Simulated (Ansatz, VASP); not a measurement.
# GaAs: VASP beside Ansatz, part 2 of 2

Aim: how closely do two programs agree when they are given the same cell, functional and k mesh? The cell is taken from a series of runs on this material, whose earlier steps may have relaxed, scaled, displaced or heated it; both programs get it as it stands.

VASP 6.6.1 and Ansatz 0.2.0.

So far: The starting structure; VASP: zone-centre phonons, LDA, pair 1.

**3. Ansatz: zone-centre phonons, LDA, pair 1**

Level of this step: Ansatz beside VASP: Kohn-Sham DFT, plane waves, LDA (Ansatz).

Ansatz runs on its PAW soft_1 files.

The same cell, functional (in two slightly different forms) and mesh now go to Ansatz, which takes its cutoff from its data sets.

File input.yaml:

```yaml
crystal:
  lattice:
    - [0.0, 2.7247688567, 2.7247688567]
    - [2.7247688567, 0.0, 2.7247688567]
    - [2.7247688567, 2.7247688567, 0.0]
  atoms:
    - { symbol: Ga, position: [0.0, 0.0, 0.0] }
    - { symbol: As, position: [0.75, 0.75, 0.75] }
kpoints:
  mp_grid: { grid: [12, 12, 12] }
hamiltonian:
  xc: lda
  pseudopotentials: { kind: paw, azcp: { folder: soft_1 }, xc_functional: pbe }
scf:
  occupations: { method: fixed }
output:
  eigenvalues: true
phonons:
  method: dfpt
  dielectric: true
  rigid_motions: translations
```

The run is started by

```sh
$ ansatz run input.yaml --threads 4 --pin off --max-ram 10240MiB --backend cpu --events-out ev --progress --plain --runs-dir out
```

Numbers of over 12 decimals in the logs are rounded to 6 here.

The program printed:

```text
Engine: ansatz 0.2.0, aarch64-unknown-linux-gnu
Pseudopotentials: kind: paw
Pseudopotential: Ga, paw, valence charge 13, recommended cutoff 420 eV (normal), soft_1/Ga.paw.azcp
Pseudopotential: As, paw, valence charge 15, recommended cutoff 420 eV (normal), soft_1/As.paw.azcp
Functional definition: SPW92
  exchange = slater_x
  correlation = pw_c
Crystal: 2 atoms, lattice volume = 40.459 Å³
Basis set: ecut = 420 eV, 749 PW (Γ), exchange–correlation on 54×54×54 points (8 copies of the dense FFT grid, shifted against one another)
Bands: 18, of which v1, the nominal top of the filled ones, is band 14 counted from 1 (13 counted from 0)
Symmetry: 24 space group operations
k-points: 280 of 1728 (irreducible under 4 space group operations, time reversal used)
Non-local potential: Ga, projectors of the file, l = 0: 2, l = 1: 2, l = 2: 3, l = 3: 1
Non-local potential: As, projectors of the file, l = 0: 2, l = 1: 2, l = 2: 3, l = 3: 1
PAW form: soft (Blöchl's): semilocal exchange-correlation on the pseudo side does not see the compensation charge
PAW frozen core: Ga, regenerated for the run's functional, and the local potential with it (the file was generated under x = pbe(κ = 0.804, μ = 0.219515), c = pbe(β = 0.066725))
PAW frozen core: As, regenerated for the run's functional, and the local potential with it (the file was generated under x = pbe(κ = 0.804, μ = 0.219515), c = pbe(β = 0.066725))
PAW one-centre angular grid: Ga, 590 points (default); XC on 64 Gauss nodes
PAW one-centre angular grid: As, 590 points (default); XC on 64 Gauss nodes
Initial density: superposition of atomic densities (chi_scale 0.1, normalization cell, long waves kept (reshape's long-wave potential 0.00 eV rms))
Initial wavefunctions: pseudopotential atomic-orbital guess
Functional: x = slater, c = lda
SCF iter   1: F=—  HF=-8481.396855 eV  |F-HF|=—  |Δ(HF+E_count)|=         —  Δρ=4.54e-2  dr2=5.47e-1  ethr=3.10e-3  ⟨swp⟩=4.9  Hψ=22868  notcnv=0  defer=503
preconditioner: auto → none  [insulator: Δε(μ)=1.226 eV  Ē_g=16.299 eV  n_scr=14 (ndim 8)  ℏωp=24.8 eV  f_vac=0.000  ε∞_Penn≈3.3]
SCF iter   2: F=—  HF=-8481.254668 eV  |F-HF|=—  |Δ(HF+E_count)|=   1.42e-1  Δρ=1.91e-2  dr2=8.51e-2  ethr=1.95e-3  ⟨swp⟩=2.0  Hψ=7896  notcnv=0  defer=504
SCF iter   3: F=—  HF=-8481.233395 eV  |F-HF|=—  |Δ(HF+E_count)|=   2.13e-2  Δρ=4.62e-3  dr2=3.39e-3  ethr=3.04e-4  ⟨swp⟩=2.3  Hψ=8281  notcnv=0  defer=507
SCF iter   4: F=—  HF=-8481.230712 eV  |F-HF|=—  |Δ(HF+E_count)|=   2.68e-3  Δρ=8.68e-4  dr2=1.53e-4  ethr=1.21e-5  ⟨swp⟩=2.7  Hψ=9538  notcnv=0  defer=546
SCF iter   5: F=—  HF=-8481.230717 eV  |F-HF|=—  |Δ(HF+E_count)|=   4.29e-6  Δρ=2.71e-4  dr2=2.37e-5  ethr=5.45e-7  ⟨swp⟩=2.0  Hψ=9534  notcnv=0  defer=546
SCF iter   6: F=—  HF=-8481.230708 eV  |F-HF|=—  |Δ(HF+E_count)|=   8.23e-6  Δρ=6.15e-5  dr2=8.02e-7  ethr=8.46e-8  ⟨swp⟩=2.0  Hψ=9479  notcnv=0  defer=513
SCF iter   7: F=—  HF=-8481.230708 eV  |F-HF|=—  |Δ(HF+E_count)|=   1.36e-7  Δρ=1.28e-5  dr2=3.03e-8  ethr=2.86e-9  ⟨swp⟩=2.0  Hψ=7281  notcnv=0
SCF iter   8: F=—  HF=-8481.230708 eV  |F-HF|=—  |Δ(HF+E_count)|=   6.04e-9  Δρ=1.92e-6  dr2=6.75e-10  ethr=1.08e-10  ⟨swp⟩=3.0  Hψ=8960  notcnv=0
SCF iter   9: F=-8481.230708 eV  HF=-8481.230708 eV  |F-HF|=0.00e0  |Δ(HF+E_count)|=  4.62e-10  Δρ=3.14e-7  dr2=1.06e-11  ethr=1.00e-12  ⟨swp⟩=8.0  Hψ=32358  notcnv=0
SCF 1 converged in 9 iterations: F = -8481.230708 eV  dr2 = 1.06e-11
  greatest PAW one-centre occupation: 0.999 electrons in one spin orbital (limit 2), on the As atom at site 1 (counted from 0), in its partial waves of l = 2
NSCF: frozen V_eff on 1 k-points
DFPT response loops at Γ: preconditioner auto → none (the input reference at scf.mixing.eps_inf says where Resta's filter doesn't serve); β = 0.50; Broyden in place of MSR1
── the response to a field inside a basis, on 14×14×14 k-points: an SCF that follows is theirs, and a resumed run solves both again ──
Bands: 15, of which v1, the nominal top of the filled ones, is band 14 counted from 1 (13 counted from 0)
k-points: 280
Initial density: handed on by an earlier stage of this run
Initial wavefunctions: pseudopotential atomic-orbital guess (no wavefunctions were taken with the density)
Eigensolver: Dense (280 Hₖ)
SCF iter   1: F=—  HF=-8481.229673 eV  |F-HF|=—  |Δ(HF+E_count)|=         —  Δρ=1.32e-4  dr2=2.86e-6  ethr=1.00e-1
preconditioner: auto → none  [insulator: Δε(μ)=1.187 eV  Ē_g=13.479 eV  n_scr=14 (ndim 8)  ℏωp=24.8 eV  f_vac=0.048  ε∞_Penn≈4.4]
SCF iter   2: F=—  HF=-8481.229672 eV  |F-HF|=—  |Δ(HF+E_count)|=   1.15e-6  Δρ=9.29e-5  dr2=1.48e-6  ethr=1.02e-8
SCF iter   3: F=—  HF=-8481.229672 eV  |F-HF|=—  |Δ(HF+E_count)|=   1.11e-7  Δρ=1.80e-5  dr2=1.01e-7  ethr=5.29e-9
SCF iter   4: F=-8481.229672 eV  HF=-8481.229672 eV  |F-HF|=6.52e-9  |Δ(HF+E_count)|=   1.79e-7  Δρ=4.28e-6  dr2=5.16e-9  ethr=3.60e-10
SCF 1 converged in 4 iterations: F = -8481.229672 eV  dr2 = 5.16e-9
DFPT response loops at Γ: mixed as the last ones told, above
WARN: field response: ε∞ stands inside a basis, on 14×14×14 points; the force constants stand on the 12×12×12 k-mesh, whose period is 10.75 times the interband length at k = (0.0000, 0.0000, 0.0000), direct gap 1.141 eV, under 14: take them and everything formed from them as unconverged, and compare with a denser kpoints.mp_grid
SCF converged after 9 iterations
Free energy (F): -8481.230708 eV
Harris-Foulkes:  -8481.230708 eV  (|F-HF|=0.00e0)
Internal energy: -8481.230708 eV  (E = F + TS)
E sigma→0 (E₀):  -8481.230708 eV
Fermi energy:    9.166659 eV
--- Per-component energies (eV) ---
  E_band       = -294.596385
  E_kinetic    = 213.918750
  E_local      = -3504.114263  (includes V_loc(G=0)·N_el)
  E_nonlocal   = -480.705419
  E_hartree    = 2068.661583
  E_xc         = -135.252517
  E_vxc        = -132.940541  (∫ρ·V_xc dr)
  E_paw        = -3847.708997  (= ΣΔE_a)
  E_vpaw       = -528.077780  (= ΣTr[D̂ρ^β])
  E_aug_tail   = -0.000233  (compensation charges beyond the density's cutoff)
  E_ewald      = -2799.833323
  E_core_change = 3.803710  (= ΣΔE_core)
  E_smearing   = -0.000000  (= −TS)
  E_closure    = 0.000000  (closes the sum)
  Σ components = -8481.230708   (vs F -8481.230708, Δ=0.00e0)
--- Band table (eV; the first three rows and the last of 280) ---
  k-point 0: bands = [... 10 lower, -4.4630, 9.1667, 9.1667, 9.1667, 10.3080, 12.8767, 12.8767, 12.8767]
  k-point 1: bands = [... 10 lower, -4.3660, 7.9913, 9.0297, 9.0297, 11.0002, 13.0730, 13.0730, 13.1028]
  k-point 2: bands = [... 10 lower, -4.0852, 6.3294, 8.7143, 8.7143, 11.1135, 13.5004, 13.5004, 14.1277]
  k-point 279: bands = [... 10 lower, -1.3689, 1.9860, 5.0600, 5.2496, 13.8639, 14.2216, 14.8276, 15.1711]
--- Phonons (Γ-DFPT): 2 representative perturbations + reference, on 280 of 1728 k-points (Σ response iterations 6) ---
  k mesh reduced under 4 symmetry operations, with k and −k counted as one. Each operation leaves every solved perturbation unchanged. A smaller set is not considered because the run solves the response to a homogeneous field
  ASR residual: 1.365e-4 → 0.000e0 eV/Å²; symmetrization residual: 1.314e-6 eV/Å²
  ASR residual per site (eV/Å²): 7.54e-5 1.37e-4
  Γ frequencies (cm⁻¹): 0.00 0.00 0.00 297.26 297.26 297.26
  ε∞ (high-frequency dielectric tensor):
       12.232477    -0.000000     0.000000
       -0.000000    12.232477     0.000000
        0.000000     0.000000    12.232477
  ε⁰ (static dielectric tensor: ions relaxed, cell fixed):
       13.620491    -0.000000     0.000000
       -0.000000    13.620491     0.000000
        0.000000     0.000000    13.620491
  ε⁰ − ε∞ (ionic part):
        1.388014    -0.000000     0.000000
       -0.000000     1.388014     0.000000
        0.000000     0.000000     1.388014
  softest optical mode at Γ: 297.26 cm⁻¹; the repairs (sum rule, projections) moved no ω² at Γ by more than (0.73 cm⁻¹)²
  Born effective charges Z* (e; rows j = field, columns β = displacement):
    site 0:
         1.90843   -0.00000    0.00000
         0.00000    1.90843    0.00000
         0.00000    0.00000    1.90843
    site 1:
        -1.90843    0.00000   -0.00000
        -0.00000   -1.90843   -0.00000
        -0.00000   -0.00000   -1.90843
  Z* charge neutrality: 1.152e-4 e pre-enforcement
  solved inside a basis spanned on kpoints, on 14×14×14 k-points transformed towards the longest dipole: ε∞ is read to err by 3.4e-2, Z* by 1.6e-2 e (field_mesh: kpoints solves on kpoints); Z* is corrected for what the basis lacks
  optical modes at Γ without the LO–TO term, one row a degenerate level:
      ω (cm⁻¹)  modes    IR ((D/Å)²/amu)
        297.26      3             6.9800
  optical modes at Γ + LO–TO along q̂ = [1.0000, 0.0000, 0.0000]:
      ω (cm⁻¹)  modes    IR ((D/Å)²/amu)
        297.26      2             4.6534
        313.68      1             2.3267
  optical modes at Γ + LO–TO along q̂ = [0.0000, 1.0000, 0.0000]:
      ω (cm⁻¹)  modes    IR ((D/Å)²/amu)
        297.26      2             4.6534
        313.68      1             2.3267
  optical modes at Γ + LO–TO along q̂ = [0.0000, 0.0000, 1.0000]:
      ω (cm⁻¹)  modes    IR ((D/Å)²/amu)
        297.26      2             4.6534
        313.68      1             2.3267
```

In the SCF lines HF is the Harris–Foulkes energy and dr2 the Hartree energy of the density residual, in eV; the loop may stop once dr2 is under the threshold and the program's other checks hold. Hψ counts applications of the Hamiltonian.

**4. Side by side**

Known differences besides the potentials themselves: the two LDA forms differ slightly; fixed occupations in Ansatz, narrow Gaussian smearing in VASP; VASP's response is taken on the typed mesh, Ansatz refines its own for the field response alone; the data sets hold 28 valence electrons in Ansatz (on its PAW soft_1 files) and 18 in VASP; the cutoff is 420 eV in Ansatz and 500 eV in VASP; VASP's log shows a relativistic correction to its local exchange, Ansatz's none. Total energies have different zeros and are not compared.

Both answers:

| quantity | Ansatz | VASP | difference |
| --- | --- | --- | --- |
| ε∞ xx | 12.23 | 12.60 | -2.90 % |
| ε∞ yy | 12.23 | 12.60 | -2.90 % |
| ε∞ zz | 12.23 | 12.60 | -2.90 % |
| Born charge of Ga1 (mean of the diagonal) (e) | 1.91 | 1.91 | 0.00 |
| Born charge of As2 (mean of the diagonal) (e) | -1.91 | -1.91 | 0.00 |
| optical mode 1 to 3 (cm⁻¹) | 297.3 | 299.4 | -0.70 % |

Modes are paired by rising frequency, not by their patterns, so a pair may set unlike modes beside each other; they are those without the splitting of longitudinal modes.

**5. VASP: zone-centre phonons, LDA, pair 2**

Second derivatives magnify differences that forces hide, and they need a tight electronic threshold. The cell compared in this pair holds 41.34 Å³, against 40.46 Å³ for the pair before.

File INCAR:

```
SYSTEM = GaAs
PREC = Accurate
ENCUT = 500
EDIFF = 1E-08
NELM = 120
ISMEAR = 0
SIGMA = 0.01
LREAL = .FALSE.
ALGO = Normal
GGA = CA
NBANDS = 15
LORBIT = 11
LWAVE = .FALSE.
LCHARG = .FALSE.
ISIF = 2
IBRION = 8
LEPSILON = .TRUE.
LASPH = .TRUE.
GGA_COMPAT = .FALSE.
EFERMI = MIDGAP
KPAR = 2
```

File POSCAR:

```
GaAs
1.0
    0.0000000000      2.7443721843      2.7443721843
    2.7443721843      0.0000000000      2.7443721843
    2.7443721843      2.7443721843      0.0000000000
Ga As
1 1
Direct
    0.0000000000      0.0000000000      0.0000000000
    0.7500000000      0.7500000000      0.7500000000
```

File KPOINTS:

```
Automatic mesh
0
Gamma
12 12 12
0 0 0
```

The projector-augmented-wave data sets are Ga_d and As (LDA family, release 64).

The run is started by

```sh
$ mpirun -np 2 vasp_std
```

The program printed:

```text
[... set-up lines as in an earlier step ...]
 entering main loop
       N       E                     dE             d eps       ncg     rms          rms(c)
DAV:   1     0.827871499313E+02    0.82787E+02   -0.90247E+03  2200   0.170E+03
DAV:   2    -0.338166597520E+01   -0.86169E+02   -0.82447E+02  2398   0.318E+02
DAV:   3    -0.975665591628E+01   -0.63750E+01   -0.63512E+01  2629   0.698E+01
DAV:   4    -0.985226843241E+01   -0.95613E-01   -0.95592E-01  2551   0.934E+00
[...]
DAV:  11    -0.959442882460E+01   -0.44464E-05   -0.72000E-06  2574   0.412E-02    0.325E-03
DAV:  12    -0.959442869569E+01    0.12891E-06   -0.55252E-07  3091   0.113E-02    0.236E-03
DAV:  13    -0.959442869447E+01    0.12183E-08   -0.63879E-08  2806   0.235E-03
   1 F= -.95944287E+01 E0= -.95944287E+01  d E =0.000000E+00
 Linear response reoptimize wavefunctions to high precision
DAV:   1    -0.959442869461E+01   -0.14097E-09   -0.17684E-09  2161   0.347E-04
DAV:   2    -0.959442869464E+01   -0.29104E-10   -0.10438E-10  1647   0.999E-05
 Linear response G [H, r] |phi>, progress :
  Direction:   1
[...]
force on displaced ion       1 direction 1 : -11.294  -0.000  -0.000
 Born effective charge ion    1 direction 1 :   1.925   0.000   0.000
 Linear response progress:
  Degree of freedom:   2/  2
       N       E                     dE             d eps       ncg     rms          rms(c)
RMM:   1    -0.451471505450E-01   -0.45147E-01    0.60157E-02 18806   0.165E+00
RMM:   2    -0.443665260359E-01    0.78062E-03   -0.47312E-03 15076   0.457E-01    0.866E-02
RMM:   3    -0.443654854473E-01    0.10406E-05   -0.48989E-04 16702   0.142E-01    0.475E-02
RMM:   4    -0.445556913694E-01   -0.19021E-03   -0.10098E-04 16687   0.618E-02    0.452E-03
RMM:   5    -0.445546956657E-01    0.99570E-06   -0.10002E-05 17300   0.181E-02    0.253E-03
RMM:   6    -0.445414492924E-01    0.13246E-04   -0.44298E-07 16714   0.548E-03    0.800E-04
RMM:   7    -0.445412279238E-01    0.22137E-06    0.10425E-07 17076   0.192E-03    0.353E-04
RMM:   8    -0.445396636006E-01    0.15643E-05    0.91553E-08 17033   0.715E-04    0.370E-05
RMM:   9    -0.445396543079E-01    0.92927E-08   -0.34575E-09 17542   0.246E-04    0.146E-05
 first order change of Fermi-energy  -0.10893E+01
 force on displaced ion       2 direction 1 : -11.284  -0.000  -0.000
 Born effective charge ion    2 direction 1 :  -1.963   0.000   0.000
 Born effective charges drift removed
 Linear response finished
```

From OUTCAR (step 5):

```text
  Total        1.4770783      1.4770783      1.4770783      0.0000000      0.0000000     -0.0000000
  in kB       57.2473096     57.2473096     57.2473096      0.0000000      0.0000000     -0.0000000
  external PRESSURE =      57.2473096 kB  Pullay stress =       0.0000000 kB

 POSITION                                       TOTAL-FORCE (eV/Angst)
 -----------------------------------------------------------------------------------
      0.00000      0.00000      0.00000         0.000000      0.000000      0.000000
      4.11656      4.11656      4.11656        -0.000000     -0.000000     -0.000000
 -----------------------------------------------------------------------------------
    total drift:                               -0.000001     -0.000001     -0.000001

 MACROSCOPIC STATIC DIELECTRIC TENSOR (including local field effects in DFT)
 ------------------------------------------------------
          13.126154    -0.000000     0.000000
           0.000000    13.126154     0.000000
          -0.000000    -0.000000    13.126154
 ------------------------------------------------------

 MACROSCOPIC STATIC DIELECTRIC TENSOR IONIC CONTRIBUTION
 ------------------------------------------------------
           1.470836     0.000000    -0.000000
           0.000000     1.470836     0.000000
          -0.000000     0.000000     1.470836
 ------------------------------------------------------

[... 1 part as in an earlier step ...]

[... 1 further part left out ...]
```

**6. Ansatz: zone-centre phonons, LDA, pair 2**

The same cell, functional (in two slightly different forms) and mesh now go to Ansatz, which takes its cutoff from its data sets.

The cell is taken from a series of runs on this material, whose earlier steps may have relaxed, scaled, displaced or heated it; both programs get it as it stands.

input.yaml, the sections that differ from step 3:

```yaml
crystal:
  lattice:
    - [0.0, 2.7443721843, 2.7443721843]
    - [2.7443721843, 0.0, 2.7443721843]
    - [2.7443721843, 2.7443721843, 0.0]
  atoms:
    - { symbol: Ga, position: [0.0, 0.0, 0.0] }
    - { symbol: As, position: [0.75, 0.75, 0.75] }
# kpoints, hamiltonian, scf, output, phonons: as in step 3
```

The run is started by

```sh
$ ansatz run input.yaml --threads 4 --pin off --max-ram 10240MiB --backend cpu --events-out ev --progress --plain --runs-dir out
```

The program printed:

```text
[...]
Crystal: 2 atoms, lattice volume = 41.339 Å³
Basis set: ecut = 420 eV, 869 PW (Γ), exchange–correlation on 54×54×54 points (8 copies of the dense FFT grid, shifted against one another)
Bands: 18, of which v1, the nominal top of the filled ones, is band 14 counted from 1 (13 counted from 0)
Symmetry: 24 space group operations
k-points: 280 of 1728 (irreducible under 4 space group operations, time reversal used)
[...]
optical modes at Γ + LO–TO along q̂ = [1.0000, 0.0000, 0.0000]:
      ω (cm⁻¹)  modes    IR ((D/Å)²/amu)
[...]
optical modes at Γ + LO–TO along q̂ = [0.0000, 1.0000, 0.0000]:
      ω (cm⁻¹)  modes    IR ((D/Å)²/amu)
        289.71      2             4.8399
        306.38      1             2.4200
  optical modes at Γ + LO–TO along q̂ = [0.0000, 0.0000, 1.0000]:
      ω (cm⁻¹)  modes    IR ((D/Å)²/amu)
        289.71      2             4.8399
        306.38      1             2.4200
[key lines of the parts left out:]
SCF converged after 9 iterations
Free energy (F): -8481.265779 eV
Fermi energy:    8.848439 eV
```

**7. Differences**

What differs besides the data sets and the points named for the pairs above, as far as they apply: the data sets hold 28 valence electrons in Ansatz (on its PAW soft_1 files) and 18 in VASP. Total energies have different zeros and are not compared.

The two programs side by side:

| quantity | Ansatz | VASP | difference |
| --- | --- | --- | --- |
| ε∞ xx | 12.57 | 13.13 | -4.27 % |
| ε∞ yy | 12.57 | 13.13 | -4.27 % |
| ε∞ zz | 12.57 | 13.13 | -4.27 % |
| Born charge of Ga1 (mean of the diagonal) (e) | 1.95 | 1.95 | 0.00 |
| Born charge of As2 (mean of the diagonal) (e) | -1.95 | -1.95 | 0.00 |
| optical mode 1 to 3 (cm⁻¹) | 289.7 | 291.6 | -0.63 % |

Modes are paired by rising frequency, not by their patterns, so a pair may set unlike modes beside each other; they are those without the splitting of longitudinal modes.

**8. Results**

| Property | Result |
| --- | --- |
| r.m.s. difference of the optical zone-centre modes, each program's sorted by frequency (zone-centre phonons, LDA, pair 1) | 2.1 cm⁻¹ |
| difference in ε∞ xx (zone-centre phonons, LDA, pair 1) | -2.9 % |
| r.m.s. difference of the optical zone-centre modes, each program's sorted by frequency (zone-centre phonons, LDA, pair 2) | 1.8 cm⁻¹ |
| difference in ε∞ xx (zone-centre phonons, LDA, pair 2) | -4.3 % |

In words: The r.m.s. difference of the optical zone-centre modes, each program's sorted by frequency is 2.1 cm⁻¹ (zone-centre phonons, LDA, pair 1). The data sets hold unlike numbers of valence electrons (28 in Ansatz and 18 in VASP), so part of the differences comes from the potentials. Among the rows given in per cent, the largest difference of the zone-centre phonons, LDA, pair 1 pair is in ε∞ xx, -2.9 %. Among the rows given in per cent, the largest difference of the zone-centre phonons, LDA, pair 2 pair is in ε∞ xx, -4.3 %. Such differences can come from data sets, numerical settings and the points named under the comparisons, not from the functional's error against experiment.

[Lines on the potential files, build, host, timing and source positions are cut from VASP's logs without a mark.]

[Logs are printed without paths, hosts, clocks, repeated set-up lines and the standing remarks that a program may print on its own settings, such as how far it seeks lower states.]

[Hosts, paths, dates, database ids (printed as entryN), source tags and the programs' standing remarks are cut or masked in the printed files.]
